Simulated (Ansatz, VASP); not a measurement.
# Cu (Copper): VASP beside Ansatz

Aim: how closely do two programs agree when they are given the same cell, functional and k mesh? The cell is taken from a series of runs on this material, whose earlier steps may have relaxed, scaled, displaced or heated it; both programs get it as it stands.

Program: Ansatz 0.2.0. Level of theory: plane waves, with VASP 6.6.1 beside it; relaxation of cell and atoms at PBE with D3(BJ). Results are calculated unless marked as measured.

## (1) Set-up

Symmetry: Fm-3m, No. 225, cubic system. Conventional cell: a = 3.563 Å, b = 3.563 Å, c = 3.563 Å, α = 90.00°, β = 90.00°, γ = 90.00°. Nearest to Cu lie 12 Cu at 2.52 Å.

## (2) Ansatz: relaxation of cell and atoms, PBE with D3(BJ)

Ansatz runs on its PAW soft_1 files.

The relaxed volume is the usual yardstick between codes: in a stiff, nearly cubic crystal its relative difference is about their pressure difference at one cell divided by the bulk modulus.

Contents of input.yaml:

```yaml
crystal:
  lattice:
    - [0.0, 1.7812960785, 1.7812960785]
    - [1.7812960785, 0.0, 1.7812960785]
    - [1.7812960785, 1.7812960785, 0.0]
  atoms:
    - { symbol: Cu, position: [0.0, 0.0, 0.0] }
kpoints:
  mp_grid: { grid: [24, 24, 24] }
hamiltonian:
  xc: pbe
  dispersion: d3bj
  pseudopotentials: { kind: paw, azcp: { folder: soft_1 } }
scf:
  occupations: { method: methfessel_paxton, width: 0.2 }
output:
  forces: true
  stress: true
  eigenvalues: true
relax:
  adjacent_minimum: "off"
  f_tol: 0.001
  max_steps: 60
  cell: { stress_tol: 0.01 }
```

Run with:

```console
ansatz run input.yaml --threads 4 --pin off --max-ram 7168MiB --backend cpu --events-out ev --progress --plain --runs-dir out
```

Numbers of over 12 decimals in the logs are rounded to 6 here.

The program printed:

```text
Engine: ansatz 0.2.0, aarch64-unknown-linux-gnu
Pseudopotentials: kind: paw
Pseudopotential: Cu, paw, valence charge 19, recommended cutoff 420 eV (normal), soft_1/Cu.paw.azcp
Functional definition: PBE
  parameter kappa = 0.804
  parameter beta = 0.066725
  exchange = pbe_x(kappa = kappa, mu = beta*pi^2/3)
  correlation = pbe_c(beta = beta)
Crystal: 1 atoms, lattice volume = 11.304 Å³
Basis set: ecut = 420 eV, 229 PW (Γ), exchange–correlation on 36×36×36 points (8 copies of the dense FFT grid, shifted against one another)
Bands: 14, of which v1, the nominal top of the filled ones, is band 10 counted from 1 (9 counted from 0)
Symmetry: 48 space group operations
Space group: Fm-3m (ITA 225), of the structure as read, at distance tolerance 2.2e-5 Å
k-points: 413 of 13824
Non-local potential: Cu, projectors of the file, l = 0: 3, l = 1: 2, l = 2: 3, l = 3: 1
PAW form: soft (Blöchl's): semilocal exchange-correlation on the pseudo side does not see the compensation charge
PAW one-centre angular grid: Cu, 590 points (default); XC on 64 Gauss nodes
Initial density: superposition of atomic densities (chi_scale 0.1, normalization cell)
Initial wavefunctions: pseudopotential atomic-orbital guess
Functional: x = pbe(κ = 0.804, μ = 0.219515), c = pbe(β = 0.066725)
SCF iter   1: F=—  HF=-6626.709806 eV  |F-HF|=—  |Δ(HF+E_count)|=         —  Δρ=2.74e-1  dr2=5.03e0  ethr=3.10e-3  ⟨swp⟩=4.8  Hψ=26793  notcnv=0
preconditioner: auto → none  [metal: Δε(μ)=0.020 eV  Ē_g=16.402 eV  σ=0.200 eV  W_gap=0.09  n_scr=0 (ndim 8)  ℏωp=36.6 eV  f_vac=0.000  D(μ)=0.45/eV (n_scr^D=0)]
SCF iter   2: F=—  HF=-6625.792549 eV  |F-HF|=—  |Δ(HF+E_count)|=   9.17e-1  S|Δr|=    0.00e0  Δρ=3.05e-2  dr2=8.18e-2  ethr=3.10e-3  ⟨swp⟩=2.8  Hψ=14442  notcnv=0  defer=112
SCF iter   3: F=—  HF=-6625.780680 eV  |F-HF|=—  |Δ(HF+E_count)|=   1.19e-2  S|Δr|=    0.00e0  Δρ=1.88e-2  dr2=2.75e-2  ethr=4.31e-4  ⟨swp⟩=1.0  Hψ=7907  notcnv=0  defer=112
SCF iter   4: F=—  HF=-6625.777750 eV  |F-HF|=—  |Δ(HF+E_count)|=   2.93e-3  S|Δr|=    0.00e0  Δρ=1.06e-3  dr2=6.04e-5  ethr=1.45e-4  ⟨swp⟩=1.0  Hψ=5649  notcnv=0  defer=112
SCF iter   5: F=—  HF=-6625.777797 eV  |F-HF|=—  |Δ(HF+E_count)|=   4.75e-5  S|Δr|=    0.00e0  Δρ=9.68e-5  dr2=2.25e-7  ethr=3.18e-7  ⟨swp⟩=2.0  Hψ=7823  notcnv=0  defer=112
SCF iter   6: F=—  HF=-6625.777798 eV  |F-HF|=—  |Δ(HF+E_count)|=   8.14e-7  S|Δr|=    0.00e0  Δρ=3.70e-5  dr2=1.02e-7  ethr=5.26e-10  ⟨swp⟩=6.1  Hψ=25087  notcnv=0
SCF iter   7: F=-6625.777798 eV  HF=-6625.777798 eV  |F-HF|=7.64e-11  |Δ(HF+E_count)|=   2.09e-8  S|Δr|=    0.00e0  Δρ=9.45e-7  dr2=5.36e-11  ethr=5.26e-10  ⟨swp⟩=3.0  Hψ=15340  notcnv=0
SCF 1 converged in 7 iterations: F = -6625.777798 eV  dr2 = 5.36e-11
  greatest PAW one-centre occupation: 1.000 electrons in one spin orbital (limit 2), on the Cu atom at site 0 (counted from 0), in its partial waves of l = 0
relax step   1: F+E_penalty+E_count = -6625.77779829 eV  Δ(F+E_penalty+E_count) = +0.000e0 eV  max|allowed force component| = 0.000e0 eV/Å  Δτ_max = 0.0000 Å  P = +0.016 GPa  Ω = 11.304 Å³  (7 SCF iters, dr2 threshold 1.00e-7 eV, accepted)
[...]
relax step   2: F+E_penalty+E_count = -6625.77779791 eV  Δ(F+E_penalty+E_count) = +3.858e-7 eV  max|allowed force component| = 0.000e0 eV/Å  Δτ_max = 0.0000 Å  P = +0.008 GPa  Ω = 11.305 Å³  energy of the carried Pulay correction = -4.235e-7 eV  (3 SCF iters, dr2 threshold 6.07e-10 eV, accepted)
[...]
relax step   3: F+E_penalty+E_count = -6625.77779791 eV  Δ(F+E_penalty+E_count) = -1.219e-10 eV  max|allowed force component| = 0.000e0 eV/Å  Δτ_max = 0.0000 Å  P = +0.008 GPa  Ω = 11.305 Å³  stress off target by 8.17e-3 GPa  SCF on the basis re-selected at this cell (its energy is not comparable with the rows above)  (5 SCF iters)
basis re-selected at this cell: Δ(F+E_penalty+E_count) = -1.219e-10 eV, ΔP = +0.000 GPa vs the last step (what re-selecting the basis moved, of the pressure what is left beyond the Pulay correction that the steps carried, after the strain that the cell walked since its last selection, with what the two solves' SCF thresholds leave and, on support functions, any second-order correction that the steps lacked; it is no  [...]
SCF converged after 5 iterations
Stability not checked: this state was not tested for a lower state beside it, because cold or Methfessel-Paxton smearing, or corrected tetrahedra, fill the levels in a way that the test cannot read (fill_not_monotonic; see scf.lower_state_search)
Free energy (F): -6625.777798 eV
Harris-Foulkes:  -6625.777798 eV  (|F-HF|=9.09e-13)
Internal energy: -6625.778190 eV  (E = F + TS)
E sigma→0 (E₀):  -6625.777896 eV
Entropy (-TS):   0.000392 eV (0.392 meV/atom)
Fermi energy:    17.316206 eV
--- Per-component energies (eV) ---
  E_band       = -351.600119
  E_kinetic    = 262.687146
  E_local      = -4423.253544  (includes V_loc(G=0)·N_el)
  E_nonlocal   = 889.316443
  E_hartree    = 1875.033451
  E_xc         = -69.431854
  E_vxc        = -89.681869  (∫ρ·V_xc dr)
  E_paw        = -1814.623889  (= ΣΔE_a)
  E_vpaw       = -740.736074  (= ΣTr[D̂ρ^β])
  E_aug_tail   = 0.000827  (compensation charges beyond the density's cutoff)
  E_ewald      = -3344.896493
  E_disp       = -0.610276  (pairwise vdW)
  E_smearing   = 0.000392  (= −TS)
  E_closure    = -0.000000  (closes the sum)
  Σ components = -6625.777798   (vs F -6625.777798, Δ=0.00e0)
--- Forces (eV/Å), atoms counted from 1 ---
  atom   1  Cu    -0.00000000     0.00000000     0.00000000
  max |Σ_I F_I| component: 8.22e-32 eV/Å
--- Stress (GPa, compression-positive) ---
        0.008167      -0.000000       0.000000
       -0.000000       0.008167      -0.000000
        0.000000      -0.000000       0.008167
  P = ⅓ Tr σ = 0.0082 GPa (0.082 kbar)
--- Band table (eV; the first three rows and the last of 413) ---
  k-point 0: bands = [... 6 lower, 14.1578, 14.1578, 15.0502, 15.0502, 40.2641, 43.1519, 43.1519, 43.1519]
  k-point 1: bands = [... 6 lower, 14.1711, 14.1711, 15.0448, 15.0448, 39.9685, 42.1079, 42.9248, 42.9248]
  k-point 2: bands = [... 6 lower, 14.2079, 14.2079, 15.0313, 15.0313, 38.6223, 41.2415, 42.4450, 42.4450]
  k-point 412: bands = [... 6 lower, 13.5971, 15.0014, 15.8220, 23.6450, 23.6450, 25.8117, 26.4594, 46.1365]
--- Relaxed structure (2 steps of the walk, 2 accepted, 1 SCFs on fresh bases) ---
  F+E_penalty+E_count = -6625.77779791 eV   max|allowed force component| = 0.000e0 eV/Å   (the final SCF, on the basis selected at the relaxed cell)
  cell:  # Å, volume = 11.3047 Å³
    - [0, 1.781323, 1.781323]
    - [1.781323, 0, 1.781323]
    - [1.781323, 1.781323, 0]
  atoms:
    - { symbol: Cu, position: [0.0, 0.0, 0.0] }
```

In the SCF lines HF is the Harris–Foulkes energy and dr2 the Hartree energy of the density residual, in eV; the loop may stop once dr2 is under the threshold and the program's other checks hold. Hψ counts applications of the Hamiltonian.

## (3) VASP: relaxation of cell and atoms, PBE with D3(BJ)

The same cell, functional, mesh and smearing now go to VASP, with its own data sets.

Lines of VASP's logs that name or quote its potential files are left out, and so is its time.

Contents of INCAR:

```
SYSTEM = Cu
PREC = Accurate
ENCUT = 600
EDIFF = 1E-07
NELM = 120
ISMEAR = 1
SIGMA = 0.2
LREAL = .FALSE.
ALGO = Normal
GGA = PE
IVDW = 12
NBANDS = 11
LASPH = .TRUE.
LORBIT = 11
LWAVE = .FALSE.
LCHARG = .FALSE.
ISIF = 3
IBRION = 2
NSW = 80
EDIFFG = -0.005
GGA_COMPAT = .FALSE.
NELMIN = 4
```

Contents of POSCAR:

```
Cu
1.0
    0.0000000000      1.7812960000      1.7812960000
    1.7812960000      0.0000000000      1.7812960000
    1.7812960000      1.7812960000      0.0000000000
Cu
1
Direct
    0.0000000000      0.0000000000      0.0000000000
```

Contents of KPOINTS:

```
Automatic mesh
0
Gamma
24 24 24
0 0 0
```

Potentials, in the order of the species: Cu (PBE family, release 64).

Run with:

```console
mpirun -np 1 vasp_std
```

The program printed:

```text
[banner, memory and clock lines left out]
running    1 mpi-ranks, on    1 nodes
 distrk:  each k-point on    1 cores,    1 groups
 distr:  one band on    1 cores,    1 groups

 POSCAR found type information on POSCAR Cu
 POSCAR found :  1 types and       1 ions
 LDA part: xc-table for (Slater+PW92), standard interpolation
 POSCAR, INCAR and KPOINTS ok, starting setup
 FFT: planning ... GRIDC
 FFT: planning ... GRID_SOFT
 FFT: planning ... GRID
 WAVECAR not read
 entering main loop
       N       E                     dE             d eps       ncg     rms          rms(c)
DAV:   1     0.437934040566E+02    0.43793E+02   -0.60140E+03  9940   0.190E+03
DAV:   2    -0.337722832003E+01   -0.47171E+02   -0.43769E+02  9253   0.217E+02
DAV:   3    -0.462027371711E+01   -0.12430E+01   -0.12304E+01 10321   0.427E+01
DAV:   4    -0.462852598216E+01   -0.82523E-02   -0.82510E-02 10179   0.307E+00
DAV:   5    -0.462860655130E+01   -0.80569E-04   -0.80567E-04 10326   0.303E-01    0.773E+00
DAV:   6    -0.405603005304E+01    0.57258E+00   -0.14494E+01 10524   0.791E+01    0.366E+00
DAV:   7    -0.372268085606E+01    0.33335E+00   -0.21999E+00 10525   0.306E+01    0.623E-01
DAV:   8    -0.371011842073E+01    0.12562E-01   -0.47254E-03 10126   0.906E-01    0.279E-01
DAV:   9    -0.370874646066E+01    0.13720E-02   -0.85228E-03 10842   0.176E+00    0.293E-02
DAV:  10    -0.370874960092E+01   -0.31403E-05   -0.37876E-05 13112   0.107E-01    0.811E-03
DAV:  11    -0.370874829412E+01    0.13068E-05   -0.91518E-07 10980   0.186E-02    0.231E-04
DAV:  12    -0.370874837348E+01   -0.79360E-07   -0.88471E-09  5541   0.112E-03
   1 F= -.43189059E+01 E0= -.43190624E+01  d E =-.431891E+01
 curvature:   0.00 expect dE= 0.000E+00 dE for cont linesearch  0.000E+00
 trial: gam= 0.00000 g(F)=  0.155E-61 g(S)=  0.385E-03 ort = 0.000E+00 (trialstep = 0.100E+01)
 search vector abs. value=  0.385E-03
 bond charge predicted
       N       E                     dE             d eps       ncg     rms          rms(c)
DAV:   1    -0.372645648900E+01   -0.17708E-01   -0.22336E-01 10634   0.110E+01    0.934E-01
DAV:   2    -0.371755206587E+01    0.89044E-02   -0.17004E-01 10469   0.827E+00    0.356E-01
DAV:   3    -0.371385225811E+01    0.36998E-02   -0.25805E-02 10450   0.333E+00    0.134E-01
DAV:   4    -0.371350359634E+01    0.34866E-03   -0.51964E-04 11766   0.262E-01    0.862E-03
DAV:   5    -0.371350434661E+01   -0.75027E-06   -0.50149E-06 11733   0.377E-02    0.443E-03
DAV:   6    -0.371350493989E+01   -0.59328E-06   -0.69685E-07  7237   0.142E-02    0.326E-04
DAV:   7    -0.371350489484E+01    0.45055E-07   -0.16347E-08  5233   0.198E-03
   2 F= -.43189562E+01 E0= -.43191269E+01  d E =-.502518E-04
 trial-energy change:   -0.000050  1 .order   -0.000058   -0.000385    0.000270
 step:   0.5715(harm=  0.5880)  dis= 0.00000  next Energy=    -4.319015 (dE=-0.109E-03)
 bond charge predicted
       N       E                     dE             d eps       ncg     rms          rms(c)
DAV:   1    -0.371394415561E+01   -0.43922E-03   -0.40851E-02 10637   0.464E+00    0.405E-01
DAV:   2    -0.371233958395E+01    0.16046E-02   -0.32478E-02 10445   0.362E+00    0.158E-01
DAV:   3    -0.371161583987E+01    0.72374E-03   -0.49371E-03 10430   0.146E+00    0.563E-02
DAV:   4    -0.371155204048E+01    0.63799E-04   -0.75997E-05 11406   0.922E-02    0.175E-03
DAV:   5    -0.371155184243E+01    0.19805E-06   -0.49968E-07  9787   0.813E-03    0.193E-03
DAV:   6    -0.371155137997E+01    0.46246E-06   -0.14845E-07  5829   0.672E-03    0.200E-04
DAV:   7    -0.371155141949E+01   -0.39516E-07   -0.24657E-09  4729   0.948E-04
   3 F= -.43190131E+01 E0= -.43191777E+01  d E =-.107157E-03
 curvature:  -0.29 expect dE=-0.176E-06 dE for cont linesearch -0.176E-06
 trial: gam=-0.03795 g(F)=  0.666E-62 g(S)=  0.601E-06 ort = 0.152E-04 (trialstep = 0.914E+00)
 search vector abs. value=  0.104E-08
 reached required accuracy - stopping structural energy minimisation
```

Parts of OUTCAR (step 3):

```text
ion  position               nearest neighbor table
   1  0.000  0.000  0.000-

  LATTYP: Found a face centered cubic cell.
 ALAT       =     3.5625920000

 Subroutine GETGRP returns: Found 48 space group operations
 (whereof 48 operations were pure point group operations)

The static configuration has the point symmetry O_h .

 Found    413 irreducible k-points:

   k-points           NKPTS =    413   k-points in BZ     NKDIM =    413   number of bands    NBANDS=     11

   dimension x,y,z NGX =    20 NGY =   20 NGZ =   20
   dimension x,y,z NGXF=    40 NGYF=   40 NGZF=   40

   ENCUT  =  600.0 eV  44.10 Ry    6.64 a.u.   5.03  5.03  5.03*2*pi/ulx,y,z

   NELECT =      11.0000    total number of electrons

 k-points in reciprocal lattice and weights: Automatic mesh
   0.00000000  0.00000000  0.00000000       0.000
   0.04166667  0.00000000  0.00000000       0.001
   0.08333333  0.00000000  0.00000000       0.001
   0.12500000  0.00000000  0.00000000       0.001
   0.16666667  0.00000000  0.00000000       0.001
   0.20833333  0.00000000  0.00000000       0.001
   0.25000000  0.00000000  0.00000000       0.001
   0.29166667  0.00000000  0.00000000       0.001
   0.33333333  0.00000000  0.00000000       0.001
[...]
-0.29166667  0.50000000  0.20833333       0.001
  -0.25000000  0.50000000  0.25000000       0.000

 Edisp (eV)   -0.60545

 average (electrostatic) potential at core
       1 -63.2915

 E-fermi :   8.1043

 k-point     1 :       0.0000    0.0000    0.0000
  band No.  band energies     occupation
    ...
      2       4.9371      2.00000
      3       4.9371      2.00000
      4       4.9371      2.00000
      5       5.8114      2.00000
      6       5.8114      2.00000
      7      30.9959      0.00000
      8      33.9510      0.00000
      9      33.9510      0.00000
     10      33.9510      0.00000
     11      36.4819      0.00000

 k-point     2 :       0.0417    0.0000    0.0000
  band No.  band energies     occupation
    ...
      2       4.9225      2.00000
      3       4.9501      2.00000
      4       4.9501      2.00000
      5       5.8061      2.00000
      6       5.8061      2.00000
      7      30.7067      0.00000
      8      32.9075      0.00000
      9      33.7274      0.00000
     10      33.7274      0.00000
     11      36.7955      0.00000

 k-point     3 :       0.0833    0.0000    0.0000
  band No.  band energies     occupation
    ...
      2       4.8810      2.00000
      3       4.9861      2.00000
      4       4.9861      2.00000
      5       5.7928      2.00000
      6       5.7928      2.00000
      7      29.3879      0.00000
      8      32.0132      0.00000
      9      33.2531      0.00000
     10      33.2531      0.00000
     11      37.5240      0.00000

 Edisp (eV)   -0.60746

  Total       0.00204     0.00204     0.00204    -0.00000    -0.00000     0.00000
  in kB       0.28754     0.28754     0.28754    -0.00000    -0.00000     0.00000
  external pressure =        0.29 kB  Pullay stress =        0.00 kB

  energy-cutoff  :      600.00
  volume of cell :       11.35
      direct lattice vectors                 reciprocal lattice vectors
    -0.000000000  1.783828615  1.783828615    -0.280295986  0.280295986  0.280295986
     1.783828615  0.000000000  1.783828615     0.280295986 -0.280295986  0.280295986
     1.783828615  1.783828615  0.000000000     0.280295986  0.280295986 -0.280295986

 POSITION                                       TOTAL-FORCE (eV/Angst)
 -----------------------------------------------------------------------------------
      0.00000      0.00000      0.00000         0.000000      0.000000      0.000000
 -----------------------------------------------------------------------------------
    total drift:                               -0.000000     -0.000000     -0.000000

  FREE ENERGIE OF THE ION-ELECTRON SYSTEM (eV)
  ---------------------------------------------------
  free  energy   TOTEN  =        -4.3190130935 eV

  energy  without entropy=       -4.3195069073  energy(sigma->0) =       -4.31917770

 reached required accuracy - stopping structural energy minimisation

 total charge
# of ion       s       p       d       tot
------------------------------------------
    1        0.461   0.410   9.177  10.049

[... 3 further parts left out ...]
```

CONTCAR:

```
Cu
   1.00000000000000
    -0.0000000000000000    1.7838286145503892    1.7838286145503892
     1.7838286145503892    0.0000000000000000    1.7838286145503892
     1.7838286145503892    1.7838286145503892    0.0000000000000000
  Cu
     1
Direct
     0.0000000000000000    0.0000000000000000    0.0000000000000000
```

Dispersion corrections of this kind ignore metallic screening and tend to overbind metals. The run keeps the 48 symmetry operations of its start, so it cannot find a distortion of lower symmetry.

## (4) Differences

Known differences besides the potentials themselves: the data sets hold 19 valence electrons in Ansatz (on its PAW soft_1 files) and 11 in VASP; the cutoff is 420 eV in Ansatz and 600 eV in VASP; Ansatz adds a Pulay correction to the stress that steers its cell, VASP none. Total energies have different zeros and are not compared.

The two programs side by side:

```
                                         quantity  Ansatz   VASP  difference
                                      volume (Å³)   11.30  11.35     -0.42 %
edge a after relaxation, in the typed setting (Å)   2.519  2.523     -0.14 %
```

## (5) Results

| Item | Value |
| --- | --- |
| difference in volume (relaxation of cell and atoms, PBE with D3(BJ)) | -0.42 % |

**Reading.** The difference in volume is -0.42 % (relaxation of cell and atoms, PBE with D3(BJ)), within the 1.2 % picked in this series as the mark of a large difference, as far as the stopping tolerances let one tell. The data sets hold unlike numbers of valence electrons (19 in Ansatz and 11 in VASP), so part of the differences comes from the potentials. How closely two codes agree says nothing of how well the functional describes the real material.

[Lines on the potential files, build, host, timing and source positions are cut from VASP's logs without a mark.]

[Logs are printed without paths, hosts, clocks, repeated set-up lines and the standing remarks that a program may print on its own settings, such as how far it seeks lower states.]

[Hosts, paths, dates, database ids (printed as entryN), source tags and the programs' standing remarks are cut or masked in the printed files.]
